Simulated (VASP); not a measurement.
Data:

```
Pt3Ti
1.0
    3.79741     0.00000     0.00000
    0.00000     3.79741     0.00000
    0.00000     0.00000     3.79741
Ti Pt
1 3
Direct
  0.00000   0.00000   0.00000
  0.00000   0.50000   0.50000
  0.50000   0.00000   0.50000
  0.50000   0.50000   0.00000
```

All values below come from LDA (Ceperley-Alder, Perdew-Zunger), VASP's LDA PAW potentials (set 64) (plane waves; VASP). Settings: 520 eV cut-off, 8×8×8 Γ-centred mesh, first-order Methfessel-Paxton smearing of 0.10 eV, potentials Ti_sv Pt.

Unless said otherwise, spin-orbit coupling is left out, though it shifts the bands of the heavy elements here.

Task: Predict the energy per atom (σ→0), pressure, band gap (on the k-mesh) with the smallest direct gap where there is one.

Result: 
```
Quantity                                                     Value
------------------------  ----------------------------------------
band gap (on the k-mesh)  none (metal, semimetal or under 0.01 eV)
energy per atom (σ→0)                               -8.603 eV/atom
pressure                                                 20.35 GPa
```

Only differences to runs with the same potentials and settings are physical.

The compound is Pt3Ti in the L1_2 structure. This cell is one point of a volume scan, at 0.94 of the reference volume.
